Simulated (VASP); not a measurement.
Here is a VASP 6.6.1 calculation.

File INCAR:

```
PREC = Accurate
ENCUT = 520
EDIFF = 1E-7
ISMEAR = -1
SIGMA = 0.05
LREAL = False
LASPH = True
NELM = 150
ALGO = Normal
ISIF = 2
LWAVE = False
LCHARG = False
ISPIN = 2
MAGMOM = 3 0 0 0 0 0 0 0
LORBIT = 11
LMAXMIX = 4
GGA = PE
NBANDS = 31
```

File KPOINTS:

```
regular mesh
0
Gamma
  5 5 5
```

File POSCAR:

```
CaMg6Cr
1.0
    5.1723670000      0.0000000000      0.0000000000
    0.0000000000      3.2632100000      5.6438340000
    0.0000000000     -3.2632100000      5.6438340000
Cr Ca Mg
1 1 6
Direct
    0.4979400000      0.6660960000      0.6663820000
   -0.0048820000      0.8302730000      0.8264380000
    0.5073180000      0.1693300000      0.1635410000
    0.5041180000      0.6627470000      0.1794450000
    0.4957840000      0.1873020000      0.6622650000
   -0.0017040000      0.3319300000      0.3440870000
    0.0025820000      0.8268850000      0.3376370000
   -0.0039110000      0.3367900000      0.8363090000
```

Potentials or basis: VASP PAW PBE potentials, release 64 (Cr_pv, Ca_sv, Mg).

Launch:

```console
$ cat potpaw_PBE.64/Cr_pv/POTCAR potpaw_PBE.64/Ca_sv/POTCAR potpaw_PBE.64/Mg/POTCAR > POTCAR
$ mpirun -np 1 vasp_std > vasp.out
```

(1) Predict the site moments.

(2) Estimate the net moment.

## Answers

(1) Cr +3.85; Ca +0.03; Mg -0.01, +0.01 μB.

(2) 4.51 μB per cell.
